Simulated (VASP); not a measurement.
Given:

```yaml
crystal:
  lattice:
    - [0.00000, 2.99706, 2.99706]
    - [2.99706, 0.00000, 2.99706]
    - [2.99706, 2.99706, 0.00000]
  atoms:
    - { symbol: Pb, position: [0.00000, 0.00000, 0.00000] }
    - { symbol: F, position: [0.25000, 0.25000, 0.25000] }
    - { symbol: F, position: [0.75000, 0.75000, 0.75000] }
```

Method: PBE GGA with spin-orbit coupling, VASP's PBE PAW potentials (set 64) (plane waves; VASP). Run with 520 eV cut-off, 6×6×6 Γ-centred mesh, Gaussian smearing of 0.050 eV, potentials Pb_d F.

**Question.** What does the run give for the energy per atom (σ→0), band gap (over mesh and band path) with the smallest direct gap where there is one?

**Answer.** 
```json
{
  "band gap (over mesh and band path)": "4.14 eV",
  "smallest direct gap (over mesh and band path)": "4.28 eV",
  "energy per atom (σ→0)": "-4.875 eV/atom"
}
```

The compound is PbF2 in the fluorite structure, the β form. It was relaxed first.
